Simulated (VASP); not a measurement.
Level of theory: PBEsol GGA, VASP's PBE PAW potentials (set 64) (plane waves; VASP).

A VASP calculation is set up with these files.

INCAR:
```
MAGMOM = -0.0 0.1 3*0.8
EDIFF = 1E-7
PREC = Accurate
ENCUT = 600   ! plane-wave cut-off (eV)
SYSTEM = AlCo3N
LASPH = .TRUE.
NELM = 100
ISMEAR = 1
LWAVE = .FALSE.
SIGMA = 0.1   ! width (eV)
ISIF = 2   ! forces and stress, cell fixed
LORBIT = 10
LREAL = .FALSE.
ALGO = Normal
ISPIN = 2
GGA = PS
LCHARG = .FALSE.
LMAXMIX = 4   ! l cut-off of mixed one-centre charges
```

**KPOINTS**
```
Regular mesh
0
gamma
8 8 8
```

**POSCAR**
```
AlCo3N
1
    3.6890897074     0.0000000000     0.0000000000
    0.0000000000     3.6890897074    -0.0000000000
    0.0000000000     0.0000000000     3.6890897074
Al N Co
1 1 3
Direct
  0.0000000000   0.0000000000   0.0000000000
  0.5000000000   0.5000000000   0.5000000000
  0.0000000000   0.5000000000   0.5000000000
  0.5000000000   0.5000000000   0.0000000000
  0.5000000000   0.0000000000   0.5000000000
```

POTCAR, in this order: Al N Co (PBE.64 set). Program: vasp_std.

Problem. What will the output report for the number of irreducible k-points (NKPTS), number of bands (NBANDS), largest plane-wave count, number of space-group operations, FFT grid (NGX, NGY, NGZ)?

Solution. 
```yaml
number of irreducible k-points (NKPTS): 35
number of bands (NBANDS): 22
largest_plane_wave_count: 1743
number_of_space_group_operations: 48
FFT grid (NGX, NGY, NGZ): 30 × 30 × 30
```

The structure was generated: AlCo3N was put into the cubic-perovskite type (Pm-3m), which need not be its known phase. It was relaxed first.
